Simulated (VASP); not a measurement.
VASP runs on ZrSe2 (space group P-3m1) share one base input (HSE06 screened hybrid, plane waves, VASP's PBE PAW potentials (set 64)) and change the settings named in each case.

INCAR:
```
SYSTEM = ZrSe2
PREC = Accurate; ENCUT = 300; LREAL = .False.
LASPH = .True.; ISYM = 3
EDIFF = 1E-6; NELM = 100; ALGO = Normal
LMAXMIX = 4
ISMEAR = -1; SIGMA = 0.05
GGA = PE; LHFCALC = .True.; AEXX = 0.25
HFSCREEN = 0.2; PRECFOCK = Fast
ISIF = 2
LWAVE = .False.; LCHARG = .False.
```

File POSCAR:
```
ZrSe2
1
    3.8835620000     0.0000000000     0.0000000000
   -1.9417810000     3.3632640000     0.0000000000
    0.0000000000     0.0000000000     6.5215080000
Zr Se
1 2
Direct
  0.0000000000   0.0000000000   0.0000000000
  0.6666670000   0.3333330000   0.7558800000
  0.3333330000   0.6666670000   0.2441200000
```

**KPOINTS**
```
Automatic mesh
0
Gamma
  6 6 3
```

POTCAR, in this order: Zr_sv Se (PBE.64 set). Program: vasp_std.

| change | E(σ→0) (eV/atom) | pressure (GPa) | −TS (eV) |
|---|---|---|---|
| base run | -7.7800 | -4.69 | 0.0000 |
| AEXX removed, HFSCREEN removed, ISYM removed, LHFCALC removed, PRECFOCK removed | -6.5118 | -3.25 | -0.0002 |
| HFRCUT = -1, HFSCREEN removed | -8.4371 | -4.73 | 0.0000 |
| KPOINTS 4×4×2 Γ-centred mesh | -7.7582 | -4.44 | 0.0000 |
| KPOINTS 5×5×3 Γ-centred mesh | -7.7744 | -4.62 | 0.0000 |
| ENCUT = 210 | -7.7727 | -7.35 | 0.0000 |
| ENCUT = 180 | -7.7067 | -17.79 | 0.0000 |
| KPOINTS 5×5×3 Γ-centred mesh | -7.7744 | -4.62 | 0.0000 |
| EDIFF = 1E-10 | -7.7800 | -4.70 | 0.0000 |
 Energies of different potentials or functionals have different zeros.

Left out are runs that ran out of time, are held back, or changed the cell or the kind of run, fixed moments of cells without a moment, rows past the twelfth, gaps on odd meshes, pressures of charged cells and columns that move by less than the noise.

The structure comes from a computed database's ZrSe2 entry; how it stands against other phases isn't given here. The cell was not relaxed at this level, its lattice was scaled by up to 2.5 %.
